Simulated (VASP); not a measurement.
G0W0@PBE gap of BN (zinc blende) on a 4×4×4 Γ-centred mesh, against ENCUTGW, at NBANDS = 192 and NOMEGA = 64; VASP with its GW potentials, 500 eV. The gap is the smallest on this mesh. Fit it as a straight line in ENCUTGW^(−3/2).

```json
[
 {"ENCUTGW": "120", "gap (eV)": "5.841"},
 {"ENCUTGW": "160", "gap (eV)": "6.002"},
 {"ENCUTGW": "200", "gap (eV)": "6.096"},
 {"ENCUTGW": "250", "gap (eV)": "6.166"}
]
```

Fit the rows as the text says and predict the value at 300.

The intercept, the limit in ENCUTGW alone, is 6.323 eV. The line misses the rows by up to 0.006 and gives 6.200 at 300. The run gave 6.208, +0.008 from the line.

Left out are failed runs, those that VASP or the mesh makes unfit, and the lowest settings.

The compound is BN in the zinc blende structure. The cell was not relaxed at this level.
